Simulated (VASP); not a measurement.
Shape and ions are relaxed at each volume.

Given:

Sn is modelled in the tetragonal space group I4₁/amd, origin choice 1 (No. 141), Pearson symbol tI4. Cell: a = b = 5.9434 Å, c = 3.2306 Å, α = β = γ = 90.00°. Sn on 4a has 6 Sn at 3.080–3.231 Å. (Neighbours: up to the widest gap in distance over summed covalent radii, below 1.35, at either atom.)
(The calculation used a cell of 2 atoms; values per cell refer to that cell.)

Calculation: optB88-vdW, VASP's PBE PAW potentials (set 64) (plane waves; VASP). Settings: 520 eV cut-off, 13×13×13 Γ-centred mesh, first-order Methfessel-Paxton smearing of 0.10 eV, potentials Sn_d.

### Question
Give the energy at these volumes per atom, relative to the lowest: 26.79, 27.64, 28.50, 29.35, 30.21 Å³.

### Answer
17.5, 4.2, 0.0, 3.3, 12.9 meV/atom. A third-order Birch-Murnaghan fit gives B0 = 46.8 GPa and B0′ = 4.7.

Measured: bulk modulus 57.0 GPa (computed value off by -18.0 %), as given by Tao Chen et al., Physical Review Materials (2023), arXiv:2209.05059. The calculation is for a static lattice, while the measured bulk modulus holds thermal and zero-point effects, which are part of the difference.

The compound is Sn in the beta structure. It was relaxed first, which changed the volume by +6 %.
